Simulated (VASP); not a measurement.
Data:

```
BP
1.0
    0.00000     2.31540     2.31540
    2.31540     0.00000     2.31540
    2.31540     2.31540     0.00000
B P
1 1
Direct
  0.00000   0.00000   0.00000
  0.25000   0.25000   0.25000
```

The numbers are results of PBE GGA, VASP's PBE PAW potentials (set 64) (plane waves; VASP), not measurements. Run with 450 eV cut-off, 9×9×9 Γ-centred mesh, Gaussian smearing of 0.050 eV, potentials B P.

At this cut-off the stress carries a Pulay error, which pulls relaxed volumes low.

Problem. What does the run give for the energy per atom (σ→0), pressure?

Solution. 
| Quantity | Value |
|---|---|
| energy per atom (σ→0) | -6.448 eV/atom |
| pressure | -8.01 GPa |

The absolute energy has meaning only against runs of the same code, potentials and settings.

The compound is BP in the zinc blende structure. The cell was not relaxed at this level. The run is one of a series of settings (ENCUT = 450 against the base run), some of them coarse on purpose.
